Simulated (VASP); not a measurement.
An input for Quantum ESPRESSO's pw.x (written as the equivalent of a VASP run, and not itself run):

```
&CONTROL
  calculation = 'scf'
  pseudo_dir = './pseudo'
  outdir = './out'
  tprnfor = .true.
  tstress = .true.
/
&SYSTEM
  ibrav = 0
  nat = 6
  ntyp = 2
  ecutwfc = 70
  occupations = 'tetrahedra'
  input_dft = 'pbesol'
/
&ELECTRONS
  conv_thr = 7.3e-09
  electron_maxstep = 100
/
ATOMIC_SPECIES
  Hg 200.592 Hg.upf
  I 126.904 I.upf
CELL_PARAMETERS angstrom
     2.3360878   -3.6837837    0.0000000
     2.3360878    3.6837837    0.0000000
     0.0000000    0.0000000   13.4040158
ATOMIC_POSITIONS crystal
  Hg   0.6545186  0.3454814  0.0015404
  Hg   0.3454814  0.6545186  0.5015404
  I    0.6153398  0.3846602  0.6343889
  I    0.3846602  0.6153398  0.1343889
  I    0.0779254  0.9220746  0.3673607
  I    0.9220746  0.0779254  0.8673607
K_POINTS automatic
  6 6 2 0 0 0
```

### Question
Write the VASP files for the same calculation (PBEsol).

### Answer
This is not unique; one that fits is 
### POSCAR
```
HgI2
1
    2.3360877646    -3.6837837402     0.0000000000
    2.3360877646     3.6837837402     0.0000000000
    0.0000000000     0.0000000000    13.4040158210
Hg I
2 4
Direct
  0.6545186224   0.3454813776   0.0015404114
  0.3454813776   0.6545186224   0.5015404114
  0.6153398111   0.3846601889   0.6343888695
  0.3846601889   0.6153398111   0.1343888695
  0.0779254038   0.9220745962   0.3673607190
  0.9220745962   0.0779254038   0.8673607190
```

INCAR:
```
SYSTEM=HgI2
PREC=Accurate; ENCUT=400; LREAL=.FALSE.
LASPH=.TRUE.
EDIFF=1E-7; NELM=100; ALGO=Normal
LMAXMIX=6
ISMEAR=-5
GGA=PS
ISIF=2
LWAVE=.FALSE.; LCHARG=.TRUE.; LORBIT=11
NEDOS=601
LEFG=.TRUE.
```

File KPOINTS:
```
Automatic mesh
0
Gamma
6 6 2
0 0 0
```

POTCAR, in this order: Hg I (PBE.64 set). Program: vasp_std.

The two are equivalent in intent, not identical: the potentials are each code's own (VASP's PAW set, PseudoDojo norm-conserving files in pw.x), so ENCUT and ecutwfc are chosen apart and not converted; conv_thr bounds pw.x's estimated SCF error, while EDIFF bounds the energy change between steps; the field gradients of LEFG aren't asked of the other code.

The structure comes from a computed database's HgI2 entry (Cmc2_1); how it stands against other phases isn't given here. It was relaxed first, which changed the volume by -11 %.
